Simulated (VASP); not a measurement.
The system is Ta2SiN2.

```xyz
10
Lattice="6.5814 0.0000 0.0000 0.0000 6.5814 0.0000 0.0000 0.0000 3.1197" Properties=species:S:1:pos:R:3 pbc="T T T"
Ta    4.4102    1.1194    1.5598
Ta    2.1713    5.4620    1.5598
Ta    1.1194    2.1713    1.5598
Ta    5.4620    4.4102    1.5598
Si    3.2907    3.2907    0.0000
Si    0.0000    0.0000    0.0000
N     0.8358    4.1266    0.0000
N     5.7456    2.4549    0.0000
N     4.1266    5.7456    0.0000
N     2.4549    0.8358    0.0000
```

The cell was built by a generator and needn't be a form met in nature.

```yaml
Program: VASP 6.6.1
Task: relaxation of cell and atoms
Functional: PBE
Potentials_or_basis: VASP PAW PBE potentials, release 64 (Ta_pv, Si, N)
Cutoff: 520 eV
k_mesh: 2 × 2 × 5
Occupations: gaussian, width 0.15 eV
Spin: no spin polarisation
```

At the start: pressure -29.8 GPa; volume 13.51 Å³/atom.

Task: How do energy, volume and symmetry change on relaxing?

Result: Over 13 steps the energy falls by 282.3 meV/atom and the volume is 11.38 Å³/atom (-15.8 %); space group P4/mbm (No. 127, to 0.05 Å).

The path:
| step | energy change (eV) | largest force (eV/Å) | pressure (GPa) | volume (Å³) |
| --- | --- | --- | --- | --- |
| 1 | 0.0000 | 0.7596 | -29.82 | 135.13 |
| 2 | 2.3252 | 0.8900 | 88.46 | 91.50 |
| 3 | -2.6364 | 0.7543 | -1.16 | 114.05 |
| 4 | -2.6473 | 0.7561 | 1.03 | 113.11 |
| 5 | -2.6477 | 0.7570 | 1.85 | 112.69 |
| 6 | -2.8075 | 0.2674 | 0.94 | 113.25 |
| 7 | -2.8148 | 0.1785 | 0.77 | 113.38 |
| 8 | -2.8150 | 0.1738 | 0.88 | 113.40 |
| 9 | -2.8149 | 0.1666 | 0.80 | 113.42 |
| 10 | -2.8202 | 0.0223 | -1.18 | 114.34 |
| 11 | -2.8209 | 0.0678 | -0.89 | 114.11 |
| 12 | -2.8218 | 0.0941 | 0.46 | 113.55 |
| 13 | -2.8228 | 0.0209 | 0.19 | 113.77 |

Final structure:
```cif
data_structure
_symmetry_space_group_name_H-M 'P 1'
_symmetry_Int_Tables_number 1
_cell_length_a 6.3384
_cell_length_b 6.3384
_cell_length_c 2.8320
_cell_angle_alpha 90.000
_cell_angle_beta 90.000
_cell_angle_gamma 90.000
_cell_volume 113.77
loop_
_atom_site_label
_atom_site_type_symbol
_atom_site_fract_x
_atom_site_fract_y
_atom_site_fract_z
_atom_site_occupancy
Ta1 Ta 0.66274 0.16274 0.50000 1
Ta2 Ta 0.33726 0.83726 0.50000 1
Ta3 Ta 0.16274 0.33726 0.50000 1
Ta4 Ta 0.83726 0.66274 0.50000 1
Si1 Si 0.50000 0.50000 0.00000 1
Si2 Si 0.00000 0.00000 0.00000 1
N1 N 0.13358 0.63358 0.00000 1
N2 N 0.86642 0.36642 0.00000 1
N3 N 0.63358 0.86642 0.00000 1
N4 N 0.36642 0.13358 0.00000 1
```

Caveat: the k mesh is coarse (spacing up to 0.48 Å⁻¹), so the values aren't converged; the volume moved by over 15 % at a fixed basis, so the end points are rough.
